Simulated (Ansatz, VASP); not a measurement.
## Be2Sn: VASP beside Ansatz

File POSCAR:

```
Be2Sn
1.0
    0.0000000000      2.9015655565      2.9015655565
    2.9015655565      0.0000000000      2.9015655565
    2.9015655565      2.9015655565      0.0000000000
Sn Be
1 2
Direct
    0.0000000000      0.0000000000      0.0000000000
    0.2500000000      0.2500000000      0.2500000000
    0.7500000000      0.7500000000      0.7500000000
```

File INCAR.step1:

```
PREC = Accurate ; ENCUT = 520
EDIFF = 1E-5 ; ISMEAR = -1
SIGMA = 0.02 ; LREAL = F
LASPH = T ; NELM = 100
ALGO = Normal ; ISIF = 2
LWAVE = T ; LCHARG = F
GGA = PE ; NBANDS = 16
```

INCAR.step2

```
PREC = Accurate ; ENCUT = 520
EDIFF = 1E-7 ; ISMEAR = -1
SIGMA = 0.02 ; LREAL = F
LASPH = T ; NELM = 100
ALGO = Normal ; ISIF = 2
LWAVE = F ; LCHARG = F
GGA = PE ; LHFCALC = T
HFSCREEN = 0.2079 ; PRECFOCK = Normal
ISTART = 1 ; NBANDS = 16
```

KPOINTS

```
regular mesh
0
Gamma
  4 4 4
```

Input for Ansatz:

```yaml
crystal:
  lattice:
    - [0.0, 2.9015655565, 2.9015655565]
    - [2.9015655565, 0.0, 2.9015655565]
    - [2.9015655565, 2.9015655565, 0.0]
  atoms:
    - { symbol: Sn, position: [0.0, 0.0, 0.0] }
    - { symbol: Be, position: [0.25, 0.25, 0.25] }
    - { symbol: Be, position: [0.75, 0.75, 0.75] }
kpoints:
  mp_grid: { grid: [4, 4, 4] }
hamiltonian:
  xc: hse06
scf:
  occupations: { method: fermi_dirac, width: 0.02 }
  n_extra_bands: 4
output:
  forces: true
  stress: true
  eigenvalues: true
  write_density: true
  write_potential: true
  elf: true
  volumetric_format: npy
```

The cell was built by a generator and needn't be a form met in nature.

Alike in both runs: task single point; functional HSE06; k mesh 4 × 4 × 4; occupations fermi-dirac, width 0.02 eV; no spin polarisation.

|  | VASP | Ansatz |
| --- | --- | --- |
| version | VASP 6.6.1 | Ansatz 0.2.0 |
| potentials or method | VASP PAW PBE potentials, release 64 (Sn_d, Be) | plane waves, PAW |
| plane-wave cutoff (eV) | 520 | 420 |
| valence electrons in the cell | 18 | 18 |

|  | VASP | Ansatz | Ansatz less VASP |
| --- | --- | --- | --- |
| pressure (GPa) | -0.9 | -0.9 | +0.02 |

With one functional, cell and mesh, what is left measures potentials, basis and numerics. Ansatz warned: «filled_band_counts_differ_across_k_points».

Caveats: the k mesh is coarse (spacing up to 0.47 Å⁻¹), so the values aren't converged, least of all with exact exchange; the PAW data sets were made with another functional, which shifts forces and pressure a little (VASP).
